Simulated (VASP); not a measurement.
Set up this calculation in VASP 6.6.1, as the native input.

```
Task                   : relaxation of cell and atoms
Functional             : PBE
Potentials or basis    : VASP PAW PBE potentials, release 64 (Na_pv, La, Mn_pv, Mo_sv, O)
Cutoff                 : 600 eV
k mesh                 : 5 × 5 × 4
Occupations            : fermi-dirac, width 0.05 eV
Spin                   : collinear spin, ferromagnetic start
Starting moments       : [0.0, 0.0, 0.0, 0.0, 4.0, 4.0, 1.0, 1.0, 0.0, 0.0, 0.0, 0.0, 0.0, 0.0, 0.0, 0.0, 0.0, 0.0, 0.0, 0.0] μB
Further INCAR settings : ALGO = Fast; EDIFF = 1e-06; IBRION = 2; EDIFFG = -0.02; NSW = 60; ISIF = 3
```

The structure of NaLaMnMoO6 lies in POSCAR:

```
NaLaMnMoO6
1.0
    5.5573500000      0.0000000000      0.0005300000
    0.0000000000      5.5979400000      0.0000000000
   -0.0629000000      0.0000000000      8.0246200000
Na La Mn Mo O
2 2 2 2 12
Direct
    0.7500800000      0.5157200000      0.4992400000
    0.2499200000      0.0157200000      0.5007600000
    0.2571500000      0.9589600000      0.9993700000
    0.7428500000      0.4589600000      0.0006300000
    0.2476700000      0.4876200000      0.2560700000
    0.7523300000      0.9876200000      0.7439300000
    0.7555900000      0.9966600000      0.2709000000
    0.2444100000      0.4966600000      0.7291000000
    0.6733500000      0.9783000000      0.4906100000
    0.0340200000      0.8101700000      0.2772600000
    0.9335300000      0.2891000000      0.2802600000
    0.4781700000      0.2096600000      0.1992200000
    0.5443500000      0.7356300000      0.2007900000
    0.8295600000      0.0181800000      0.0039200000
    0.3266500000      0.4783000000      0.5093900000
    0.9659800000      0.3101700000      0.7227400000
    0.0664700000      0.7891000000      0.7197400000
    0.5218300000      0.7096600000      0.8007800000
    0.4556500000      0.2356300000      0.7992100000
    0.1704400000      0.5181800000      0.9960800000
```

The cell was built by a generator and needn't be a form met in nature.

The input as run:

INCAR

```
SYSTEM = NaLaMnMoO6
ALGO = Fast
EDIFF = 1E-6
EDIFFG = -0.02
ENCUT = 600
GGA = PE
IBRION = 2
ISIF = 3
ISMEAR = -1
ISPIN = 2
KPAR = 4
LASPH = .True.
LCHARG = .False.
LMAXMIX = 6
LORBIT = 11
LREAL = .False.
LWAVE = .False.
MAGMOM = 0 0 0 0 4 4 1 1 0 0 0 0 0 0 0 0 0 0 0 0
NELM = 100
NSW = 60
PREC = Accurate
SIGMA = 0.05
```

KPOINTS

```
k-points
0
Gamma
  5 5 4
  0 0 0
```

Potentials or basis: VASP PAW PBE potentials, release 64 (Na_pv, La, Mn_pv, Mo_sv, O).

Command:

```console
$ cat potpaw_PBE.64/Na_pv/POTCAR potpaw_PBE.64/La/POTCAR potpaw_PBE.64/Mn_pv/POTCAR potpaw_PBE.64/Mo_sv/POTCAR potpaw_PBE.64/O/POTCAR > POTCAR
$ mpirun -np 4 vasp_std > vasp.out
```

Results of the run:

- Relaxed volume: 12.47 Å³/atom
- Relaxed cell: a = 5.555 Å, b = 5.596 Å, c = 8.020 Å, α = 90.00°, β = 90.43°, γ = 90.00°
- Space group after relaxing (to 0.05 Å): P2_1 (No. 4)
- Energy gained by relaxing: 0.2 meV/atom
- Ionic steps: 7
- Pressure after relaxing: 0.0 GPa
- Largest force after relaxing: 0.019 eV/Å
- Band gap on the k mesh: 0.12 eV, indirect (least direct gap 0.16 eV)
- Net moment: 9.97 μB per cell
- Site moments: Na -0.00; La +0.01; Mn +4.18; Mo +0.35; O +0.02, +0.03, +0.05 μB
- Valence electrons inside the program's atomic spheres: Na 6.02; La 8.53; Mn 11.35; Mo 12.37; O 5.03, 5.02

Caveat: spin-orbit coupling is left out, which moves the levels of the heavy elements; an odd mesh through Γ misses points on the zone boundary, where band edges often lie; only a ferromagnetic start was run, and an antiferromagnetic order may lie lower in energy.

Run time: 110 min on 4 MPI ranks on Intel(R) Xeon(R) Platinum 8488C (Sapphire Rapids), with other jobs on the host, peak memory 1.6 GiB a rank.
